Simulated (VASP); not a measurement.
Level of theory: PBE GGA, VASP's PBE PAW potentials (set 64) (plane waves; VASP). For the first row: Run with 400 eV cut-off, 7×7×7 Γ-centred mesh, tetrahedra with Blöchl corrections, potentials Bi_d Se.

```json
[
 {"system": "Bi₂Se₃ (tetradymite)", "energy (eV/atom)": "-4.0466"},
 {"system": "Bi (a7)", "energy (eV/atom)": "-3.8875"},
 {"system": "Se (trig)", "energy (eV/atom)": "-3.5035"}
]
```

The references are the elements' solids at the same level; no temperature or zero-point terms are added. Without a dispersion term in the relaxation, distances and binding between the weakly bound layers, chains or molecules are unreliable, and so is what depends on them.    Spin-orbit coupling is left out, which shifts such energies by up to tenths of an eV for the heavy elements here.

Q: What is the formation energy per atom of Bi2Se3?

A: The references average (2×(-3.8875) + 3×(-3.5035))/5 = -3.6571 eV, so the formation energy is -4.0466 − (-3.6571) = -0.389 eV/atom.
